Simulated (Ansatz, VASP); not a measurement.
## One calculation of TiW3C4, two programs

```
CELL_PARAMETERS angstrom
-2.44901 2.44901 4.89803
2.44901 -2.44901 4.89803
2.44901 2.44901 -4.89803
ATOMIC_POSITIONS crystal
Ti 0.00000 0.00000 0.00000
W 0.25000 0.75000 0.50000
W 0.75000 0.25000 0.50000
W 0.50000 0.50000 0.00000
C 0.00000 0.50000 0.50000
C 0.75000 0.75000 0.00000
C 0.50000 0.00000 0.50000
C 0.25000 0.25000 0.00000
```

Alike in both runs: task single point; functional PBE; k mesh 6 × 6 × 6; occupations gaussian, width 0.1 eV; no spin polarisation.

|  | VASP | Ansatz |
| --- | --- | --- |
| version | VASP 6.6.1 | Ansatz 0.2.0 |
| potentials or method | VASP PAW PBE potentials, release 64 (Ti_sv, W_sv, C) | scalar-relativistic, plane waves, PAW |
| plane-wave cutoff (eV) | 520 | 420 |
| valence electrons in the cell | 70 | 70 |

```tsv
	VASP	Ansatz	Ansatz less VASP
gap on the k mesh at the Fermi level (eV)	none	none	-
rms of the force components (eV/Å)	0.059	0.059	+0.0002
```

Atom by atom the forces differ by 0.000 eV/Å (rms over components). A gap of «none» marks a metal or a gap that the smearing closes.

 Spin-orbit coupling is left out, which matters for the levels of W.
